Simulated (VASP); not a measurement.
OSZICAR of a VASP run on HfO₂ (fluorite):

File OSZICAR:
```
       N       E                     dE             d eps       ncg     rms          rms(c)
DAV:   1     0.112382875852E+03    0.11238E+03   -0.13108E+04   600   0.146E+03
DAV:   2    -0.271975629524E+02   -0.13958E+03   -0.13723E+03   761   0.332E+02
DAV:   3    -0.311504738531E+02   -0.39529E+01   -0.39496E+01   775   0.548E+01
DAV:   4    -0.311711173342E+02   -0.20643E-01   -0.20642E-01   782   0.432E+00
DAV:   5    -0.311712891558E+02   -0.17182E-03   -0.17182E-03   796   0.358E-01    0.506E+01
DAV:   6    -0.250448693098E+02    0.61264E+01   -0.32567E+01   677   0.409E+01    0.453E+01
DAV:   7    -0.249578399436E+02    0.87029E-01   -0.79322E-01   726   0.832E+00    0.304E+01
DAV:   8    -0.249280015000E+02    0.29838E-01   -0.21126E-01   747   0.502E+00    0.652E+00
DAV:   9    -0.249175078748E+02    0.10494E-01   -0.44701E-02   719   0.188E+00    0.161E+00
DAV:  10    -0.249173802916E+02    0.12758E-03   -0.37646E-03   811   0.492E-01    0.141E-01
DAV:  11    -0.249173665013E+02    0.13790E-04   -0.22249E-04   649   0.130E-01    0.166E-01
DAV:  12    -0.249173671357E+02   -0.63444E-06   -0.20721E-05   803   0.376E-02    0.237E-02
DAV:  13    -0.249173675073E+02   -0.37158E-06   -0.12870E-06   482   0.100E-02
   1 F= -.24917368E+02 E0= -.24917368E+02  d E =-.249174E+02
       N       E                     dE             d eps       ncg     rms          rms(c)
DAV:   1    -0.253705114098E+02   -0.45314E+00   -0.11932E+01   656   0.331E+01    0.106E+01
DAV:   2    -0.249685746721E+02    0.40194E+00   -0.19806E+00   621   0.105E+01    0.310E+00
DAV:   3    -0.249074511339E+02    0.61124E-01   -0.11145E-01   730   0.272E+00    0.222E+00
DAV:   4    -0.248920573992E+02    0.15394E-01   -0.52545E-02   747   0.193E+00    0.151E+00
DAV:   5    -0.248923176703E+02   -0.26027E-03   -0.10658E-03   656   0.277E-01    0.196E+00
DAV:   6    -0.248919276458E+02    0.39002E-03   -0.96765E-04   768   0.267E-01    0.173E-01
DAV:   7    -0.248918972117E+02    0.30434E-04   -0.98280E-05   705   0.761E-02    0.104E-01
DAV:   8    -0.248918939723E+02    0.32394E-05   -0.26998E-06   636   0.147E-02    0.593E-02
DAV:   9    -0.248918870264E+02    0.69459E-05   -0.34047E-05   670   0.366E-02    0.144E-02
DAV:  10    -0.248918870551E+02   -0.28683E-07   -0.35399E-07   342   0.540E-03
   2 F= -.24891887E+02 E0= -.24891887E+02  d E =0.254805E-01
       N       E                     dE             d eps       ncg     rms          rms(c)
DAV:   1    -0.251167911111E+02   -0.22490E+00   -0.45734E+00   670   0.208E+01    0.633E+00
DAV:   2    -0.249625893805E+02    0.15420E+00   -0.72068E-01   649   0.636E+00    0.184E+00
DAV:   3    -0.249403214178E+02    0.22268E-01   -0.33813E-02   729   0.164E+00    0.129E+00
DAV:   4    -0.249348657963E+02    0.54556E-02   -0.17930E-02   754   0.114E+00    0.952E-01
DAV:   5    -0.249348180492E+02    0.47747E-04   -0.52868E-04   698   0.189E-01    0.427E-01
DAV:   6    -0.249348138307E+02    0.42185E-05   -0.78243E-05   754   0.599E-02    0.517E-02
DAV:   7    -0.249348132225E+02    0.60821E-06   -0.59507E-06   712   0.164E-02
   3 F= -.24934813E+02 E0= -.24934813E+02  d E =-.174457E-01
```

Question: Which electronic solver shows in the log?

Answer: It is blocked Davidson (ALGO = Normal, or the opening steps of other solvers). The INCAR had ALGO = Normal.

Question: Can the final energy be trusted as converged?

Answer: The calculation finished and met its thresholds. It stopped with EDIFF = 1E-6, NELM = 100, NSW = 60 and EDIFFG = -0.02 after 3 ionic steps (optB88-vdW, plane waves, VASP's PBE PAW potentials (set 64)). Energy and stress use the plane-wave basis of the starting cell.

The compound is HfO2 in the fluorite structure, the high-temperature cubic form, which is unstable at 0 K; the monoclinic form is the stable one. This run relaxes it. Symmetry was kept, so distortions that lower it aren't found. The start is the result of an earlier pass.
